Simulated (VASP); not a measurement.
An input for Ansatz (written as the equivalent of a VASP run, and not itself run):

Ansatz 0.2 input:
```yaml
crystal:
  lattice:
    - [4.6390114, 0.0000000, 0.0000000]
    - [0.0000000, 4.6390114, 0.0000000]
    - [0.0000000, 0.0000000, 2.9724537]
  atoms:
    - { symbol: Ti, position: [1.0000000, 0.0000000, 0.0000000] }
    - { symbol: Ti, position: [0.5000000, 0.5000000, 0.5000000] }
    - { symbol: O, position: [0.3048546, 0.3048546, 1.0000000] }
    - { symbol: O, position: [0.8048546, 0.1951454, 0.5000000] }
    - { symbol: O, position: [0.1951454, 0.8048546, 0.5000000] }
    - { symbol: O, position: [0.6951454, 0.6951454, 0.0000000] }
kpoints:
  mp_grid: { grid: [5, 5, 7] }
hamiltonian:
  xc: pbe
  pseudopotentials: { kind: paw }
scf:
  occupations: { method: gaussian, width: 0.05 }
  max_iter: 100
relax:
  max_steps: 60
  f_tol: 0.02
  cell: {}
output: { forces: true, stress: true, eigenvalues: true }
```

### Question
Translate this input to VASP (INCAR, KPOINTS, POSCAR, choice of POTCAR).

### Answer
Several could match; the one computed here: 
INCAR:
```
# general
SYSTEM =TiO2
PREC   =Accurate
ENCUT  =530
LREAL  =.FALSE.   # projection in real space or not
LASPH  =.TRUE.   # aspherical one-centre terms

# electronic loop
EDIFF  =1E-6
NELM   =100
ALGO   =Normal
LMAXMIX=4   # l cut-off of mixed one-centre charges

# smearing
ISMEAR =0   # Gaussian
SIGMA  =0.05   # width (eV)

# functional
GGA    =PE   # PBE

# ions
IBRION =2   # conjugate gradients
NSW    =60   # most ionic steps
ISIF   =3
EDIFFG =-0.02   # ionic stop

# output
LWAVE  =.FALSE.
LCHARG =.FALSE.
```

KPOINTS:
```
kpoints
0
G
 5 5 7
0 0 0
```

### POSCAR
```
TiO2
1
    4.6390113745     0.0000000000     0.0000000000
   -0.0000000000     4.6390113745     0.0000000000
    0.0000000000     0.0000000000     2.9724537154
Ti O
2 4
Direct
  1.0000000000   0.0000000000   0.0000000000
  0.5000000000   0.5000000000   0.5000000000
  0.3048545929   0.3048545929   1.0000000000
  0.8048545929   0.1951454071   0.5000000000
  0.1951454071   0.8048545929   0.5000000000
  0.6951454071   0.6951454071   0.0000000000
```

POTCAR, in this order: Ti_sv O (PBE.64 set). Program: vasp_std.

What does not carry over: each code has its own PAW files, so the cut-off isn't converted (ENCUT is set for VASP's; basis.ecutwfc is left out, and Ansatz then takes the one that its files recommend); Ansatz stops its SCF on the density residual and VASP on the energy change (EDIFF).

The compound is TiO2 in the rutile structure. This run relaxes it. Symmetry was kept, so distortions that lower it aren't found. The start is the result of an earlier pass.
